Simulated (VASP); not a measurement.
# Fe (Iron-alpha): the relaxed cell at several levels, part 3 of 4

How close do the usual functionals, with and without dispersion, come to the cell of Fe (Iron-alpha)? LASPH is on for some levels and off for others; the table marks which. The start is a cell from a database of measured crystal structures.

VASP 6.6.1, plane waves and PAW; the level of theory is named at each step.

Still holding for the runs below: The magnetic order is the lowest of the few collinear ones that converged above; longer or canted patterns were not tried. The k-mesh is coarse for a metal.

So far, final volume (Å³): step 6 (relaxation, level LDA) 10.3.

### Step 7. Relaxation with PBEsol

This step: PBEsol, spin-polarised from a ferromagnetic start (one magnetic atom a cell); plane waves and PAW (Fe) (VASP 6.6.1).

PBEsol restores the gradient expansion of exchange and is tuned for the cells of solids.

Contents of INCAR:

```
SYSTEM = Fe
PREC = Accurate
ENCUT = 520
EDIFF = 1E-06
NELM = 100
ISMEAR = -1
SIGMA = 0.05
LREAL = .FALSE.
ALGO = Normal
GGA = PS
NBANDS = 12
ISPIN = 2
MAGMOM = 2.21
LMAXMIX = 4
LORBIT = 11
LWAVE = .FALSE.
LCHARG = .FALSE.
KPAR = 4
IBRION = 2
NSW = 60
ISIF = 3
EDIFFG = -0.01
```

Contents of POSCAR:

```
Fe
1.0
   -1.4332500000      1.4332500000      1.4332500000
    1.4332500000     -1.4332500000      1.4332500000
    1.4332500000      1.4332500000     -1.4332500000
Fe
1
Direct
    0.0000000000      0.0000000000      0.0000000000
```

Contents of KPOINTS:

```
Automatic mesh
0
Gamma
11 11 11
0 0 0
```

PAW data sets: Fe (PBE family, release 64).

Started as:

```
$ mpirun -np 4 vasp_std
```

Output:

```text
[banner, memory and clock lines left out]
running    4 mpi-ranks, on    1 nodes
 distrk:  each k-point on    1 cores,    4 groups
 distr:  one band on    1 cores,    1 groups

 POSCAR found type information on POSCAR Fe
 POSCAR found :  1 types and       1 ions
 [... a notice as in an earlier step ...]

 LDA part: xc-table for (Slater+PW92), standard interpolation
 POSCAR, INCAR and KPOINTS ok, starting setup
 FFT: planning ... GRIDC
 FFT: planning ... GRID_SOFT
 FFT: planning ... GRID
 WAVECAR not read
 entering main loop
       N       E                     dE             d eps       ncg     rms          rms(c)
DAV:   1     0.200385010088E+02    0.20039E+02   -0.39712E+03  2832   0.821E+02
DAV:   2    -0.933035014570E+01   -0.29369E+02   -0.27237E+02  2772   0.133E+02
DAV:   3    -0.101151710482E+02   -0.78482E+00   -0.77850E+00  3112   0.247E+01
DAV:   4    -0.101181665395E+02   -0.29955E-02   -0.29951E-02  2992   0.137E+00
DAV:   5    -0.101181843860E+02   -0.17846E-04   -0.17847E-04  3108   0.109E-01    0.116E+01
DAV:   6    -0.897884597250E+01    0.11393E+01   -0.13248E+01  3052   0.473E+01    0.637E+00
DAV:   7    -0.888386618261E+01    0.94980E-01   -0.10480E+00  3084   0.126E+01    0.345E+00
DAV:   8    -0.887849904649E+01    0.53671E-02   -0.80726E-03  3332   0.593E-01    0.138E+00
DAV:   9    -0.887082515075E+01    0.76739E-02   -0.47534E-03  3572   0.422E-01    0.438E-01
DAV:  10    -0.887056771512E+01    0.25744E-03   -0.15332E-03  3320   0.294E-01    0.130E-01
DAV:  11    -0.887058915821E+01   -0.21443E-04   -0.57368E-05  3036   0.825E-02    0.399E-02
DAV:  12    -0.887059046899E+01   -0.13108E-05   -0.29031E-06  2568   0.217E-02    0.120E-02
DAV:  13    -0.887059169277E+01   -0.12238E-05   -0.12913E-06  2224   0.103E-02    0.371E-03
DAV:  14    -0.887059169034E+01    0.24298E-08   -0.28372E-08  1448   0.154E-03
   1 F= -.88705917E+01 E0= -.88666745E+01  d E =-.887059E+01  mag=     2.2622
 curvature:   0.00 expect dE= 0.000E+00 dE for cont linesearch  0.000E+00
 trial: gam= 0.00000 g(F)=  0.196E-62 g(S)=  0.172E+00 ort = 0.000E+00 (trialstep = 0.100E+01)
 search vector abs. value=  0.172E+00
 bond charge predicted
       N       E                     dE             d eps       ncg     rms          rms(c)
DAV:   1    -0.107576023642E+02   -0.18870E+01   -0.34471E+01  3020   0.832E+01    0.142E+01
DAV:   2    -0.894739600199E+01    0.18102E+01   -0.10839E+01  3016   0.451E+01    0.923E+00
DAV:   3    -0.889400514846E+01    0.53391E-01   -0.26507E-01  3116   0.710E+00    0.447E+00
DAV:   4    -0.887414602270E+01    0.19859E-01   -0.55755E-03  3004   0.687E-01    0.964E-01
DAV:   5    -0.885872167497E+01    0.15424E-01   -0.21898E-02  3096   0.984E-01    0.196E-01
DAV:   6    -0.885869940348E+01    0.22271E-04   -0.91261E-04  3140   0.349E-01    0.795E-02
DAV:   7    -0.885868460813E+01    0.14795E-04   -0.32872E-05  2924   0.709E-02    0.389E-02
DAV:   8    -0.885869072994E+01   -0.61218E-05   -0.69715E-06  2928   0.318E-02    0.871E-03
DAV:   9    -0.885868988285E+01    0.84709E-06   -0.51835E-07  1624   0.696E-03
   2 F= -.88586899E+01 E0= -.88532833E+01  d E =0.119018E-01  mag=     1.9066
[...]
3 F= -.89131953E+01 E0= -.89092973E+01  d E =-.426036E-01  mag=     2.2188
 curvature:  -0.24 expect dE=-0.355E-05 dE for cont linesearch -0.355E-05
 ZBRENT: interpolating
 opt :   0.4726  next Energy=    -8.913199 (dE=-0.426E-01)
 bond charge predicted
       N       E                     dE             d eps       ncg     rms          rms(c)
DAV:   1    -0.891339785557E+01   -0.20270E-03   -0.30752E-03  2960   0.840E-01    0.137E-01
DAV:   2    -0.891323055745E+01    0.16730E-03   -0.17628E-03  3024   0.516E-01    0.135E-01
DAV:   3    -0.891320760824E+01    0.22949E-04   -0.14212E-04  3060   0.154E-01    0.440E-02
DAV:   4    -0.891320581064E+01    0.17976E-05   -0.16642E-06  2596   0.180E-02    0.107E-02
DAV:   5    -0.891320447073E+01    0.13399E-05   -0.15401E-06  2372   0.111E-02    0.204E-03
DAV:   6    -0.891320447099E+01   -0.25682E-09   -0.97698E-08  1364   0.238E-03
   4 F= -.89132045E+01 E0= -.89092799E+01  d E =-.426128E-01  mag=     2.2178
 curvature:  -0.24 expect dE=-0.148E-05 dE for cont linesearch -0.148E-05
 trial: gam= 0.00000 g(F)=  0.493E-62 g(S)=  0.614E-05 ort =-0.103E-02 (trialstep = 0.895E+00)
 search vector abs. value=  0.614E-05
 reached required accuracy - stopping structural energy minimisation
```

Wall time 12 s (4 MPI ranks of AMD EPYC 7R43, shared host); peak memory 0.4 GiB.

From OUTCAR (step 7):

```text
   NELECT =       8.0000    total number of electrons

 E-fermi :   6.1055

 spin component 1
 k-point     1 :       0.0000    0.0000    0.0000
  band No.  band energies     occupation
    ...
      2       3.6571      1.00000
      3       3.6571      1.00000
      4       3.6571      1.00000
      5       5.0525      1.00000
      6       5.0525      1.00000
      7      31.3886      0.00000
      8      31.3886      0.00000
      9      31.3886      0.00000
     10      36.7667      0.00000
     11      36.7667      0.00000
    ...

 k-point     2 :       0.0909    0.0000    0.0000
  band No.  band energies     occupation
    ...
      2       3.5584      1.00000
      3       3.6456      1.00000
      4       3.8515      1.00000
      5       4.9587      1.00000
      6       5.0608      1.00000
      7      29.3962      0.00000
      8      30.8686      0.00000
      9      31.1924      0.00000
     10      35.8924      0.00000
     11      36.1626      0.00000
    ...

  Total        0.0065157      0.0065157      0.0065157      0.0000000     -0.0000000      0.0000000
  in kB        0.9559322      0.9559322      0.9559322      0.0000000     -0.0000000      0.0000000
  external PRESSURE =       0.9559322 kB  Pullay stress =       0.0000000 kB

 POSITION                                       TOTAL-FORCE (eV/Angst)
 -----------------------------------------------------------------------------------
      0.00000     -0.00000      0.00000         0.000000     -0.000000      0.000000
 -----------------------------------------------------------------------------------
    total drift:                                0.000000     -0.000000      0.000000

  FREE ENERGIE OF THE ION-ELECTRON SYSTEM (eV)
  ---------------------------------------------------
  free  energy   TOTEN  =        -8.9132044710 eV

  energy  without entropy=       -8.9053554142  energy(sigma->0) =       -8.90927994

 magnetization (x)
# of ion       s       p       d       tot
------------------------------------------
    1       -0.012  -0.048   2.258   2.198

[... 8 parts as in an earlier step ...]

[... 15 further parts left out ...]
```

CONTCAR:

```
Fe
   1.00000000000000
    -1.3976388604632608    1.3976388604632608    1.3976388604632608
     1.3976388604632608   -1.3976388604632608    1.3976388604632608
     1.3976388604632608    1.3976388604632608   -1.3976388604632608
  Fe
     1
Direct
     0.0000000000000000    0.0000000000000000    0.0000000000000000
```

LASPH is off, so gradient terms of the non-spherical density inside the spheres are left out; for open d or f shells this can shift gaps and moments. The PAW data sets were made with PBE, which is usual practice but a small mismatch for other functionals.

Step by step:

```tsv
step	energy less that of the first step (eV)	largest force (eV/Å)	pressure (GPa)	volume (Å³)
1	0.0000	0.0000	-14.82	11.78
2	0.0119	0.0000	19.29	10.02
3	-0.0426	0.0000	-0.15	10.94
4	-0.0426	0.0000	0.10	10.92
```

```tsv
conventional cell, symmetrised	before	after	change
a (Å)	2.866	2.795	-2.5 %
b (Å)	2.866	2.795	-2.5 %
c (Å)	2.866	2.795	-2.5 %
volume (Å³/atom)	11.78	10.92	-7.3 %
```

Final coordinates:

```
Fe
1.0
    -1.39764    1.39764    1.39764
     1.39764   -1.39764    1.39764
     1.39764    1.39764   -1.39764
Fe
1
Direct
  0.00000 0.00000 0.00000
```

This step gave:

```yaml
free_energy_toten: -8.913 eV
energy_at_zero_smearing: -8.909 eV
fermi_energy: 6.106 eV
pressure: 0.09559 GPa
moment_of_the_cell_from_the_last_line_of_the_log: 2.218 μB
scf_cycles_over_all_ionic_steps: 37
```

Spin moment in the PAW sphere by atom:

```tsv
atom	spin moment in the PAW sphere (μB)
Fe1	2.20
```

It ends at 10.92 Å³/atom, -7.3 % from the start, with 0.10 GPa left. The conventional cell has a = 2.795 Å. The largest moment is 2.20 μB.

### Step 8. Relaxation with PBE

This step: PBE, spin-polarised from a ferromagnetic start (one magnetic atom a cell); plane waves and PAW (Fe) (VASP 6.6.1).

PBE, the usual starting point, adds the gradient of the density.

Changes to INCAR since step 7:

```diff
@@ -9,3 +9,3 @@
 ALGO = Normal
-GGA = PS
+GGA = PE
 NBANDS = 12
```

POSCAR is that of step 7.

KPOINTS is that of step 7.

Started as:

```
$ mpirun -np 4 vasp_std
```

Output:

```text
[banner, memory and clock lines left out]
running    4 mpi-ranks, on    1 nodes
[...]
LDA part: xc-table for (Slater+PW92), standard interpolation
 POSCAR, INCAR and KPOINTS ok, starting setup
[...]
entering main loop
       N       E                     dE             d eps       ncg     rms          rms(c)
DAV:   1     0.208365504486E+02    0.20837E+02   -0.39746E+03  2832   0.822E+02
DAV:   2    -0.848265642046E+01   -0.29319E+02   -0.27203E+02  2772   0.133E+02
DAV:   3    -0.927271628086E+01   -0.79006E+00   -0.78359E+00  3108   0.248E+01
DAV:   4    -0.927577683355E+01   -0.30606E-02   -0.30602E-02  2976   0.139E+00
[...]
DAV:  10    -0.823315199715E+01   -0.51061E-04   -0.21677E-03  3192   0.330E-01    0.131E-01
DAV:  11    -0.823316554470E+01   -0.13548E-04   -0.59913E-05  3028   0.792E-02    0.461E-02
DAV:  12    -0.823316598417E+01   -0.43948E-06   -0.38693E-06  2992   0.244E-02
   1 F= -.82331660E+01 E0= -.82291862E+01  d E =-.823317E+01  mag=     2.2638
[...]
2 F= -.82315104E+01 E0= -.82278013E+01  d E =0.165557E-02  mag=     2.2258
 trial-energy change:    0.001656  1 .order    0.002865   -0.029900    0.035630
 step:   0.4839(harm=  0.4563)  dis= 0.00000  next Energy=    -8.240538 (dE=-0.737E-02)
[...]
N       E                     dE             d eps       ncg     rms          rms(c)
DAV:   1    -0.833620676224E+01   -0.10470E+00   -0.16944E+00  2980   0.197E+01    0.294E+00
DAV:   2    -0.825126785405E+01    0.84939E-01   -0.89124E-01  3008   0.112E+01    0.287E+00
DAV:   3    -0.824249931161E+01    0.87685E-02   -0.58653E-02  3056   0.310E+00    0.101E+00
DAV:   4    -0.824146300536E+01    0.10363E-02   -0.68611E-04  3128   0.355E-01    0.271E-01
DAV:   5    -0.824058824861E+01    0.87476E-03   -0.98956E-04  3080   0.238E-01    0.446E-02
DAV:   6    -0.824060547773E+01   -0.17229E-04   -0.26341E-05  3012   0.409E-02    0.213E-02
DAV:   7    -0.824060760221E+01   -0.21245E-05   -0.19492E-06  2876   0.184E-02    0.103E-02
DAV:   8    -0.824060926472E+01   -0.16625E-05   -0.94078E-07  1972   0.117E-02    0.235E-03
DAV:   9    -0.824060917264E+01    0.92081E-07   -0.31401E-08  1364   0.170E-03
   3 F= -.82406092E+01 E0= -.82369584E+01  d E =-.744319E-02  mag=     2.2419
[...]
reached required accuracy - stopping structural energy minimisation
```

Run time: 10 s. Hardware: 4 MPI ranks; peak memory 0.4 GiB.

OUTCAR, selected parts (step 8):

```text
  Total       -0.0027637     -0.0027637     -0.0027637      0.0000000      0.0000000      0.0000000
  in kB       -0.3882119     -0.3882119     -0.3882119      0.0000000      0.0000000      0.0000000
  external PRESSURE =      -0.3882119 kB  Pullay stress =       0.0000000 kB

 POSITION                                       TOTAL-FORCE (eV/Angst)
 -----------------------------------------------------------------------------------
     -0.00000      0.00000      0.00000         0.000000     -0.000000      0.000000
 -----------------------------------------------------------------------------------
    total drift:                                0.000000     -0.000000      0.000000

  FREE ENERGIE OF THE ION-ELECTRON SYSTEM (eV)
  ---------------------------------------------------
  free  energy   TOTEN  =        -8.2406091726 eV

  energy  without entropy=       -8.2333077027  energy(sigma->0) =       -8.23695844

 magnetization (x)
# of ion       s       p       d       tot
------------------------------------------
    1       -0.013  -0.054   2.305   2.238

[... 2 parts as in an earlier step ...]

[... 2 further parts left out ...]
[key lines of the parts left out:]
E-fermi :   5.7609
```

Step by step:

```tsv
step	energy less that of the first step (eV)	largest force (eV/Å)	pressure (GPa)	volume (Å³)
1	0.0000	0.0000	-6.18	11.78
2	0.0017	0.0000	7.88	11.02
3	-0.0074	0.0000	-0.04	11.41
```

```tsv
conventional cell, symmetrised	before	after	change
a (Å)	2.866	2.836	-1.1 %
b (Å)	2.866	2.836	-1.1 %
c (Å)	2.866	2.836	-1.1 %
volume (Å³/atom)	11.78	11.41	-3.1 %
```

Final coordinates:

```
Fe
1.0
    -1.41804    1.41804    1.41804
     1.41804   -1.41804    1.41804
     1.41804    1.41804   -1.41804
Fe
1
Direct
  0.00000 0.00000 0.00000
```

Spin moment in the PAW sphere by atom:

```tsv
atom	spin moment in the PAW sphere (μB)
Fe1	2.24
```

It ends at 11.41 Å³/atom, -3.1 % from the start, with -0.04 GPa left. The conventional cell has a = 2.836 Å. Against its usual tendency, PBE gives a cell smaller than the listed one. The largest moment is 2.24 μB.

### Step 9. Relaxation with r2SCAN

This step: r2SCAN, spin-polarised from a ferromagnetic start (one magnetic atom a cell); plane waves and PAW (Fe) (VASP 6.6.1).

r2SCAN adds the kinetic-energy density, costs more than a GGA and is run with LASPH.

Changes to INCAR since step 8:

```diff
@@ -9,3 +9,4 @@
 ALGO = Normal
-GGA = PE
+METAGGA = R2SCAN
+LASPH = .TRUE.
 NBANDS = 12
```

POSCAR is that of step 8.

KPOINTS is that of step 8.

Started as:

```
$ mpirun -np 4 vasp_std
```

Output:

```text
[banner, memory and clock lines left out]
running    4 mpi-ranks, on    1 nodes
[...]
[... a notice as in an earlier step ...]

 LDA part: xc-table for (None), standard interpolation
 POSCAR, INCAR and KPOINTS ok, starting setup
[...]
entering main loop
       N       E                     dE             d eps       ncg     rms          rms(c)
DAV:   1     0.158918487934E+02    0.15892E+02   -0.40741E+03  2832   0.847E+02
DAV:   2    -0.152053024260E+02   -0.31097E+02   -0.28569E+02  2780   0.139E+02
DAV:   3    -0.160942142884E+02   -0.88891E+00   -0.88089E+00  3112   0.271E+01
DAV:   4    -0.160983089520E+02   -0.40947E-02   -0.40941E-02  2992   0.165E+00
[...]
DAV:  14    -0.143656654544E+02   -0.14617E-04   -0.41280E-05  3060   0.600E-02    0.874E-03
DAV:  15    -0.143656626571E+02    0.27973E-05   -0.12860E-06  1788   0.994E-03    0.207E-03
DAV:  16    -0.143656620453E+02    0.61174E-06   -0.20752E-07  1440   0.588E-03
   1 F= -.14365662E+02 E0= -.14362907E+02  d E =-.143657E+02  mag=     2.6091
[...]
DAV:   7    -0.143655199687E+02    0.93715E-06   -0.35199E-06  2416   0.187E-02
   2 F= -.14365520E+02 E0= -.14362816E+02  d E =0.142077E-03  mag=     2.6088
 trial-energy change:    0.000142  1 .order    0.000091   -0.001692    0.001875
 step:   0.4532(harm=  0.4744)  dis= 0.00000  next Energy=   -14.366041 (dE=-0.379E-03)
[...]
N       E                     dE             d eps       ncg     rms          rms(c)
DAV:   1    -0.143712501451E+02   -0.57292E-02   -0.10238E-01  3056   0.482E+00    0.690E-01
DAV:   2    -0.143663101815E+02    0.49400E-02   -0.40682E-02  3096   0.248E+00    0.724E-01
DAV:   3    -0.143661831057E+02    0.12708E-03   -0.15720E-03  3080   0.501E-01    0.277E-01
DAV:   4    -0.143661097749E+02    0.73331E-04   -0.55250E-05  3128   0.108E-01    0.686E-02
DAV:   5    -0.143660616596E+02    0.48115E-04   -0.62774E-05  3020   0.641E-02    0.135E-02
DAV:   6    -0.143660635757E+02   -0.19161E-05   -0.21680E-06  2852   0.164E-02    0.618E-03
DAV:   7    -0.143660646710E+02   -0.10953E-05   -0.15487E-07  1400   0.509E-03    0.163E-03
DAV:   8    -0.143660649226E+02   -0.25160E-06   -0.60456E-08  1372   0.210E-03
   3 F= -.14366065E+02 E0= -.14363337E+02  d E =-.402877E-03  mag=     2.6090
[...]
reached required accuracy - stopping structural energy minimisation
```

Run time: 51 s. Hardware: 4 MPI ranks; peak memory 0.4 GiB; 3.3 min of CPU time.

Parts of OUTCAR (step 9):

```text
  Total       -0.0006515     -0.0006515     -0.0006515      0.0000000     -0.0000000      0.0000000
  in kB       -0.0892673     -0.0892673     -0.0892673      0.0000000     -0.0000000      0.0000000
  external PRESSURE =      -0.0892673 kB  Pullay stress =       0.0000000 kB

 POSITION                                       TOTAL-FORCE (eV/Angst)
 -----------------------------------------------------------------------------------
      0.00000      0.00000     -0.00000         0.000000     -0.000000      0.000000
 -----------------------------------------------------------------------------------
    total drift:                                0.000000     -0.000000      0.000000

  FREE ENERGIE OF THE ION-ELECTRON SYSTEM (eV)
  ---------------------------------------------------
  free  energy   TOTEN  =       -14.3660649226 eV

  energy  without entropy=      -14.3606090852  energy(sigma->0) =      -14.36333700

 magnetization (x)
# of ion       s       p       d       tot
------------------------------------------
    1       -0.014  -0.121   2.815   2.679

[... 2 parts as in an earlier step ...]

[... 2 further parts left out ...]
[key lines of the parts left out:]
E-fermi :   5.5307
```

SCAN-type functionals tend to overstate the moments of itinerant magnets.

The steps of the relaxation:

```tsv
step	energy less that of the first step (eV)	largest force (eV/Å)	pressure (GPa)	volume (Å³)
1	0.0000	0.0000	-1.47	11.78
2	0.0001	0.0000	1.66	11.59
3	-0.0004	0.0000	-0.01	11.69
```

```tsv
conventional cell, symmetrised	before	after	change
a (Å)	2.866	2.860	-0.2 %
b (Å)	2.866	2.860	-0.2 %
c (Å)	2.866	2.860	-0.2 %
volume (Å³/atom)	11.78	11.69	-0.7 %
```

The relaxed structure:

```xyz
1
Lattice="-1.4299 1.4299 1.4299 1.4299 -1.4299 1.4299 1.4299 1.4299 -1.4299" Properties=species:S:1:pos:R:3 pbc="T T T"
Fe    0.0000    0.0000    0.0000
```

Spin moment in the PAW sphere by atom:

```tsv
atom	spin moment in the PAW sphere (μB)
Fe1	2.68
```

It ends at 11.69 Å³/atom, -0.7 % from the start, with -0.01 GPa left. The conventional cell has a = 2.860 Å. The largest moment is 2.68 μB.

### Step 10. Relaxation with PBE + D3(BJ)

This step: PBE with D3(BJ), spin-polarised from a ferromagnetic start (one magnetic atom a cell); plane waves and PAW (Fe) (VASP 6.6.1).

A dispersion term adds the long-range attraction that semilocal functionals lack. D3 with Becke-Johnson damping keeps a finite attraction at short range.

Changes to INCAR since step 9:

```diff
@@ -9,4 +9,4 @@
 ALGO = Normal
-METAGGA = R2SCAN
-LASPH = .TRUE.
+GGA = PE
+IVDW = 12
 NBANDS = 12
```

POSCAR is that of step 9.

KPOINTS is that of step 9.

Started as:

```
$ mpirun -np 4 vasp_std
```

Output:

```text
[... set-up lines as in an earlier step ...]
 entering main loop
       N       E                     dE             d eps       ncg     rms          rms(c)
[... 12 cycles as in an earlier step ...]
   1 F= -.85775135E+01 E0= -.85735337E+01  d E =-.857751E+01  mag=     2.2638
[...]
2 F= -.85691154E+01 E0= -.85637789E+01  d E =0.839806E-02  mag=     2.1414
[...]
3 F= -.86012598E+01 E0= -.85976175E+01  d E =-.237463E-01  mag=     2.2314
[...]
4 F= -.86012699E+01 E0= -.85976223E+01  d E =-.237565E-01  mag=     2.2309
[...]
reached required accuracy - stopping structural energy minimisation
```

It took 12 s on 4 MPI ranks; peak memory 0.43 GiB; 45 s of CPU time.

Parts of OUTCAR (step 10):

```text
 Edisp (eV)   -0.36479

 Edisp (eV)   -0.36522

  Total      -0.00179    -0.00179    -0.00179    -0.00000    -0.00000    -0.00000
  in kB      -0.25705    -0.25705    -0.25705    -0.00000    -0.00000    -0.00000
  external pressure =       -0.26 kB  Pullay stress =        0.00 kB

 POSITION                                       TOTAL-FORCE (eV/Angst)
 -----------------------------------------------------------------------------------
      1.40646      1.40646     -1.40646        -0.000000      0.000000      0.000000
 -----------------------------------------------------------------------------------
    total drift:                                0.000000      0.000000     -0.000000

  FREE ENERGIE OF THE ION-ELECTRON SYSTEM (eV)
  ---------------------------------------------------
  free  energy   TOTEN  =        -8.6012699306 eV

  energy  without entropy=       -8.5939747543  energy(sigma->0) =       -8.59762234

 magnetization (x)
# of ion       s       p       d       tot
------------------------------------------
    1       -0.013  -0.054   2.289   2.222

[... 2 parts as in an earlier step ...]

[... 2 further parts left out ...]
[key lines of the parts left out:]
E-fermi :   6.0419
```

Dispersion corrections of this kind ignore metallic screening and tend to overbind metals.

It ends at 11.13 Å³/atom, -5.5 % from the start, with -0.03 GPa left. The conventional cell has a = 2.813 Å. The largest moment is 2.22 μB. Against plain PBE, the dispersion term moves a by -0.8 %.

[end of part 3 of 4]

[Lines on the potential files, build, host, timing and source positions are cut from VASP's logs without a mark.]

[Logs are printed without paths, hosts, clocks, repeated set-up lines and the standing remarks that a program may print on its own settings, such as how far it seeks lower states.]

[Hosts, paths, dates, database ids (printed as entryN), source tags and the programs' standing remarks are cut or masked in the printed files.]

[A measured line is paired with the nearest computed mode of its activity, which favours agreement.]

[In band tables of VASP the shares of atoms and orbitals are scaled to a sum of 1 inside the atoms' spheres.]
